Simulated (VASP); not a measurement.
Method: PBEsol GGA, VASP's PBE PAW potentials (set 64) (plane waves; VASP 6.6.1).

Input for VASP

File POSCAR:
```
CaSe(100) slab
4.1549590
  0.9999999231   0.0000000000   0.0000000000
  0.0000000000   0.9999999231   0.0000000000
  0.0000000000   0.0000000000   6.4117382443
Ca Se
4 4
direct
  0.0000000000   0.5000000000   0.3377379127
  0.5000000000   0.0000000000   0.4435547929
  0.0000000000   0.5000000000   0.5564452071
  0.5000000000   0.0000000000   0.6622620873
  0.0000000000   0.5000000000   0.4457278324
  0.5000000000   0.0000000000   0.3323196607
  0.0000000000   0.5000000000   0.6676803393
  0.5000000000   0.0000000000   0.5542721676
```

INCAR:
```
LMAXMIX = 4
LVHAR = T
ENCUT = 400
ISMEAR = 0
LCHARG = F
IDIPOL = 3
LASPH = T   # aspherical one-centre terms
LREAL = F
NELM = 100   # most electronic steps
LWAVE = F
ALGO = Normal   # blocked Davidson
EDIFF = 1E-6   # SCF stop (eV)
SIGMA = 0.05
LDIPOL = T
SYSTEM = CaSe(100) slab
LORBIT = 11   # lm-projected
GGA = PS   # PBEsol
PREC = Normal
NELMIN = 4
DIPOL = 0.5 0.5 0.5
```

**KPOINTS**
```
Automatic mesh
0
Gamma
5 5 1
0 0 0
```

POTCAR, in this order: Ca_sv Se (PBE.64 set). Program: vasp_std. Read from the step before: WAVECAR.

**Question.** Estimate the energy per atom (σ→0), band gap (on the k-mesh).

**Answer.** 
The energy per atom (σ→0) is -4920 meV/atom and the band gap (on the k-mesh) comes out as 2.05 eV.

OSZICAR:
```
       N       E                     dE             d eps       ncg     rms          rms(c)
DAV:   1    -0.393572894757E+02   -0.39357E+02   -0.11740E-04   510   0.401E-02    0.845E-03
DAV:   2    -0.393572839277E+02    0.55480E-05   -0.19090E-05   600   0.230E-02    0.416E-03
DAV:   3    -0.393572825192E+02    0.14085E-05   -0.49144E-06   440   0.992E-03    0.247E-03
DAV:   4    -0.393572823582E+02    0.16104E-06   -0.12125E-06   376   0.449E-03
   1 F= -.39357282E+02 E0= -.39357282E+02  d E =-.593877E-11
```

The cell is a thin slab with vacuum, built from CaSe (rock salt): (100) face.
